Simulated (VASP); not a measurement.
Given:

```yaml
crystal:
  lattice:
    - [2.09804, -3.63390, 0.00000]
    - [2.09804, 3.63390, 0.00000]
    - [0.00000, 0.00000, 6.81490]
  atoms:
    - { symbol: Cd, position: [0.66667, 0.33333, 0.50000] }
    - { symbol: Cd, position: [0.33333, 0.66667, 0.00000] }
    - { symbol: S, position: [0.66667, 0.33333, 0.87700] }
    - { symbol: S, position: [0.33333, 0.66667, 0.37700] }
```

Calculation: PBE GGA, VASP's PBE PAW potentials (set 64) (plane waves; VASP). Numerical set-up: 400 eV cut-off, 7×7×4 Γ-centred mesh, tetrahedra with Blöchl corrections, potentials Cd S.

The cores are frozen, which limits the accuracy of field gradients.

### Question
Give the principal components of the electric field gradient (V/Å²) and the asymmetry η at each nucleus.

### Answer

| atom | Vxx | Vyy | Vzz | η |
|---|---|---|---|---|
| Cd1 | -1.7 | -1.7 | 3.3 | 0.00 |
| Cd2 | -1.7 | -1.7 | 3.3 | 0.00 |
| S3 | 0.3 | 0.3 | -0.6 | 0.00 |
| S4 | 0.3 | 0.3 | -0.6 | 0.00 |

The compound is CdS in the wurtzite structure. It was relaxed first.
